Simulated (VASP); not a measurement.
BaTiO3: relaxation of cell and atoms with PBE

Crystal: BaTiO3.

```xyz
5
Lattice="4.0320 0.0000 0.0000 0.0000 4.0320 0.0000 0.0000 0.0000 4.0320" Properties=species:S:1:pos:R:3 pbc="T T T"
Ba    2.0160    2.0160    2.0160
Ti    0.0000    0.0000    0.0000
O     2.0160    0.0000    0.0000
O     0.0000    2.0160    0.0000
O     0.0000    0.0000    2.0160
```

```json
{
 "Program": "VASP 6.6.1",
 "Task": "relaxation of cell and atoms",
 "Functional": "PBE",
 "Potentials or basis": "VASP PAW PBE potentials, release 64 (Ba_sv, Ti_sv, O)",
 "Cutoff": "600 eV",
 "k mesh": "8 × 8 × 8",
 "Occupations": "gaussian, width 0.03 eV",
 "Spin": "no spin polarisation",
 "Further INCAR settings": "ALGO = Normal; EDIFF = 1e-07; IBRION = 2; EDIFFG = -0.005; NSW = 90; ISIF = 3"
}
```

```json
{
 "Pressure after relaxing": "0.0 GPa",
 "Band gap on the k mesh": "1.70 eV, indirect (least direct gap 1.87 eV)"
}
```

Final structure:
```xyz
5
Lattice="4.0320 0.0000 0.0000 0.0000 4.0320 0.0000 0.0000 0.0000 4.0320" Properties=species:S:1:pos:R:3 pbc="T T T"
Ba    2.0160    2.0160    2.0160
Ti    0.0000    0.0000    0.0000
O     2.0160    0.0000    0.0000
O     0.0000    2.0160    0.0000
O     0.0000    0.0000    2.0160
```

Levels at points of the mesh, in eV from the valence-band top:
| k point | band 18 | band 19 | band 20 | band 21 | band 22 | band 23 |
| --- | --- | --- | --- | --- | --- | --- |
| (0.00, 0.00, 0.00) | -0.17 | -0.17 | -0.17 | 1.70 | 1.70 | 1.70 |
| (0.50, 0.00, 0.00) | -1.80 | -0.71 | -0.71 | 1.85 | 3.38 | 3.38 |
| (0.50, 0.50, 0.00) | -0.88 | -0.88 | -0.09 | 3.38 | 3.38 | 3.79 |
| (0.50, 0.50, 0.50) | 0.00 | 0.00 | 0.00 | 4.02 | 4.02 | 4.02 |

It took 35 s on 1 thread of AMD EPYC 9R45 96-Core Processor (Zen 5) (shared host), peak memory 0.2 GiB.

Caveat: the relaxation stopped at its first step, so nothing moved; spin-orbit coupling is left out, which moves the levels of the heavy elements. PBE gaps usually lie below the measured ones, often by a third to a half.
